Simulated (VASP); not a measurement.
```yaml
crystal:
  lattice:
    - [0.00000, 1.75634, 1.75634]
    - [1.75634, 0.00000, 1.75634]
    - [1.75634, 1.75634, 0.00000]
  atoms:
    - { symbol: Ni, position: [0.00000, 0.00000, 0.00000], spin: 0.6 }
```

The numbers are results of PBE GGA, VASP's PBE PAW potentials (set 64) (plane waves; VASP), not measurements. Run with 480 eV cut-off, 16×16×16 Γ-centred mesh, first-order Methfessel-Paxton smearing of 0.10 eV, potentials Ni.

Each relaxation starts from this cell; other phases were not tried.

The cell is relaxed at 10 GPa. What happens?

The volume per atom goes from 10.84 to 10.39 Å³ (-4.1 %), and the cell becomes a = b = c = 3.464 Å, α = β = γ = 90.00°, space group Fm-3m.

The cell is relaxed at 15 GPa. What happens?

The volume per atom goes from 10.84 to 10.19 Å³ (-6.0 %), and the cell becomes a = b = c = 3.4410 Å, α = β = γ = 90.00°, space group Fm-3m.

Failed runs are left out, and for metals the shear rows, which the mesh's noise covers.

The compound is Ni in the fcc structure. The spin order is the one that the start imposed; others were not tried in this run.
